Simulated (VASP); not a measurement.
OSZICAR of a VASP run on Au (fcc):

**OSZICAR**
```
       N       E                     dE             d eps       ncg     rms          rms(c)
DAV:   1     0.394984568634E+02    0.39498E+02   -0.55882E+03  2120   0.101E+03
DAV:   2    -0.310124311497E+01   -0.42600E+02   -0.39356E+02  1950   0.192E+02
DAV:   3    -0.345679694920E+01   -0.35555E+00   -0.35535E+00  2183   0.180E+01
DAV:   4    -0.345784470024E+01   -0.10478E-02   -0.10477E-02  2172   0.103E+00
DAV:   5    -0.345785035750E+01   -0.56573E-05   -0.56565E-05  2125   0.721E-02    0.954E+00
DAV:   6    -0.321449538752E+01    0.24335E+00   -0.76828E-01  1910   0.865E+00    0.603E+00
DAV:   7    -0.319453035572E+01    0.19965E-01   -0.83275E-02  2003   0.282E+00    0.275E+00
DAV:   8    -0.319229430886E+01    0.22360E-02   -0.20569E-03  2028   0.472E-01    0.238E-01
DAV:   9    -0.319228369725E+01    0.10612E-04   -0.62806E-06  2069   0.286E-02    0.155E-02
DAV:  10    -0.319228925129E+01   -0.55540E-05   -0.24348E-06  2094   0.198E-02    0.177E-03
DAV:  11    -0.319228919737E+01    0.53919E-07   -0.35587E-08   991   0.184E-03
   1 F= -.31922892E+01 E0= -.31924343E+01  d E =-.319229E+01
       N       E                     dE             d eps       ncg     rms          rms(c)
DAV:   1    -0.547031271020E+01   -0.22780E+01   -0.48891E+01  1900   0.787E+01    0.117E+01
DAV:   2    -0.329273851863E+01    0.21776E+01   -0.65966E+00  1883   0.253E+01    0.530E+00
DAV:   3    -0.317463384109E+01    0.11810E+00   -0.51160E-01  1939   0.658E+00    0.419E+00
DAV:   4    -0.317215934237E+01    0.24745E-02   -0.10249E-02  1985   0.883E-01    0.103E+00
DAV:   5    -0.317203621203E+01    0.12313E-03   -0.34308E-03  2125   0.410E-01    0.181E-02
DAV:   6    -0.317207762553E+01   -0.41414E-04   -0.42132E-05  2074   0.690E-02    0.112E-02
DAV:   7    -0.317207935499E+01   -0.17295E-05   -0.15213E-06  2161   0.103E-02    0.335E-03
DAV:   8    -0.317207939974E+01   -0.44742E-07   -0.18870E-08   950   0.142E-03
   2 F= -.31720794E+01 E0= -.31720031E+01  d E =0.202098E-01
       N       E                     dE             d eps       ncg     rms          rms(c)
DAV:   1    -0.407384106841E+01   -0.90176E+00   -0.17155E+01  1921   0.454E+01    0.559E+00
DAV:   2    -0.324433382322E+01    0.82951E+00   -0.30585E+00  1886   0.165E+01    0.145E+00
DAV:   3    -0.321679991993E+01    0.27534E-01   -0.14137E-01  1952   0.337E+00    0.115E+00
DAV:   4    -0.321756176406E+01   -0.76184E-03   -0.67020E-03  2004   0.670E-01    0.109E-01
DAV:   5    -0.321752709563E+01    0.34668E-04   -0.55801E-05  1959   0.766E-02    0.301E-02
DAV:   6    -0.321754070965E+01   -0.13614E-04   -0.29554E-06  2017   0.175E-02    0.116E-03
DAV:   7    -0.321754086176E+01   -0.15211E-06   -0.91598E-08  1059   0.280E-03
   3 F= -.32175409E+01 E0= -.32177475E+01  d E =-.252517E-01
       N       E                     dE             d eps       ncg     rms          rms(c)
DAV:   1    -0.321771109403E+01   -0.17038E-03   -0.32301E-03  1909   0.634E-01    0.759E-02
DAV:   2    -0.321755868276E+01    0.15241E-03   -0.52979E-04  1888   0.221E-01    0.293E-02
DAV:   3    -0.321755338685E+01    0.52959E-05   -0.27814E-05  1928   0.480E-02    0.223E-02
DAV:   4    -0.321755438077E+01   -0.99392E-06   -0.11088E-06  1913   0.907E-03
   4 F= -.32175544E+01 E0= -.32177633E+01  d E =-.252652E-01
```

Q: Which electronic solver shows in the log?

A: It is blocked Davidson (ALGO = Normal, or the opening steps of other solvers). The INCAR had ALGO = Normal.

Q: Can the final energy be trusted as converged?

A: The run converged. It stopped with EDIFF = 1E-6, NELM = 100, NSW = 60 and EDIFFG = -0.01 after 4 ionic steps (PBE GGA, plane waves, VASP's PBE PAW potentials (set 64)). Energy and stress use the plane-wave basis of the starting cell.

The compound is Au in the fcc structure. This run relaxes it. Symmetry was kept, so distortions that lower it aren't found.
